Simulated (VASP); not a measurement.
Method: PBEsol GGA, VASP's PBE PAW potentials (set 64) (plane waves; VASP 6.6.1).

VASP input:

POSCAR:
```
Ag
1
    2.8501123540     0.0000000000    -0.0000000000
   -1.4250561770     2.4682695546     0.0000000000
   -0.0000000000    -0.0000000000     9.4232209285
Ag
4
Direct
  1.0000000000   0.0000000000   0.0000000000
  0.0000000000   0.0000000000   0.5000000000
  0.3333330000   0.6666670000   0.2500000000
  0.6666670000   0.3333330000   0.7500000000
```

### INCAR
```
# general
SYSTEM   =  Ag
PREC     =  Accurate
ENCUT    =  400
LREAL    =  F
LASPH    =  T

# electronic loop
EDIFF    =  1E-7
NELM     =  100
ALGO     =  Normal
LMAXMIX  =  4

# smearing
ISMEAR   =  -5

# functional
GGA      =  PS

# ions
ISIF     =  2

# output
LWAVE    =  F
LCHARG   =  T
LORBIT   =  11
NEDOS    =  601

# other
LEFG     =  T
```

**KPOINTS**
```
Regular mesh
0
gamma
 14 14 4
0 0 0
```

POTCAR, in this order: Ag (PBE.64 set). Program: vasp_std.

Output

### OSZICAR
```
       N       E                     dE             d eps       ncg     rms          rms(c)
DAV:   1     0.253608472875E+03    0.25361E+03   -0.19857E+04  3816   0.136E+03
DAV:   2    -0.898537295895E+01   -0.26259E+03   -0.25386E+03  3964   0.326E+02
DAV:   3    -0.146338002587E+02   -0.56484E+01   -0.56060E+01  4046   0.529E+01
DAV:   4    -0.146653063258E+02   -0.31506E-01   -0.31434E-01  3984   0.374E+00
DAV:   5    -0.146655475789E+02   -0.24125E-03   -0.24120E-03  3920   0.364E-01    0.119E+01
DAV:   6    -0.132847032778E+02    0.13808E+01   -0.49944E+00  3800   0.193E+01    0.708E+00
DAV:   7    -0.132403271943E+02    0.44376E-01   -0.69996E-02  3872   0.173E+00    0.378E+00
DAV:   8    -0.132251819878E+02    0.15145E-01   -0.29554E-03  3854   0.419E-01    0.201E-01
DAV:   9    -0.132252190268E+02   -0.37039E-04   -0.60139E-05  3988   0.589E-02    0.266E-02
DAV:  10    -0.132252388222E+02   -0.19795E-04   -0.93369E-06  3848   0.270E-02    0.203E-03
DAV:  11    -0.132252390663E+02   -0.24410E-06   -0.20364E-07  2890   0.481E-03    0.801E-04
DAV:  12    -0.132252391202E+02   -0.53869E-07   -0.19103E-08  1988   0.155E-03
   1 F= -.13225239E+02 E0= -.13225239E+02  d E =0.000000E+00
```

OUTCAR:
```
------------------------ aborting loop because EDIFF is reached ----------------------------------------
  FORCE on cell =-STRESS in cart. coord.  units (eV):
  Direction    XX          YY          ZZ          XY          YZ          ZX
  --------------------------------------------------------------------------------------
  Total        0.2010767      0.2010767     -0.3122475      0.0000000      0.0000000      0.0000000
  in kB        4.8598006      4.8598000     -7.5466742      0.0000000      0.0000000      0.0000000
  external PRESSURE =       0.7243088 kB  Pullay stress =       0.0000000 kB
  volume of cell :       66.29
      direct lattice vectors                 reciprocal lattice vectors
     2.850112354  0.000000000  0.000000000     0.350863361  0.202571068  0.000000000
    -1.425056177  2.468269555  0.000000000     0.000000000  0.405142136  0.000000000
     0.000000000  0.000000000  9.423220928     0.000000000  0.000000000  0.106120827
 POSITION                                       TOTAL-FORCE (eV/Angst)
 -----------------------------------------------------------------------------------
      0.00000      0.00000      0.00000         0.000000      0.000000      0.000000
      0.00000      0.00000      4.71161         0.000000      0.000000      0.000000
     -0.00000      1.64551      2.35581         0.000000      0.000000      0.000000
      1.42506      0.82276      7.06742        -0.000000      0.000000      0.000000
 -----------------------------------------------------------------------------------
    total drift:                                0.000000     -0.000000      0.000000
  FREE ENERGIE OF THE ION-ELECTRON SYSTEM (eV)
  ---------------------------------------------------
  free  energy   TOTEN  =       -13.2252391202 eV

  energy  without entropy=      -13.2252391202  energy(sigma->0) =      -13.22523912

 total charge

# of ion       s       p       d       tot
------------------------------------------
    1        0.427   0.321   9.147   9.894
    2        0.427   0.321   9.147   9.894
    3        0.426   0.322   9.147   9.895
    4        0.426   0.322   9.147   9.895
--------------------------------------------------
tot          1.705   1.286  36.587  39.578

 Electric field gradients after diagonalization (V/A^2)
 (convention: |V_zz| > |V_xx| > |V_yy|)
----------------------------------------------------------------------
 ion       V_xx      V_yy      V_zz     asymmetry (V_yy - V_xx)/ V_zz
----------------------------------------------------------------------
   1      -1.096    -1.095     2.192       0.001
   2      -1.096    -1.095     2.192       0.001
   3      -2.193    -2.190     4.383       0.001
   4      -2.193    -2.190     4.383       0.001
```
(Selected blocks of OUTCAR.)

For a metal the tetrahedron method with Blöchl corrections gives inexact stress and forces.

The structure was generated: Ag was put into the dhcp type (P6_3/mmc), which need not be its known phase. It was relaxed first.
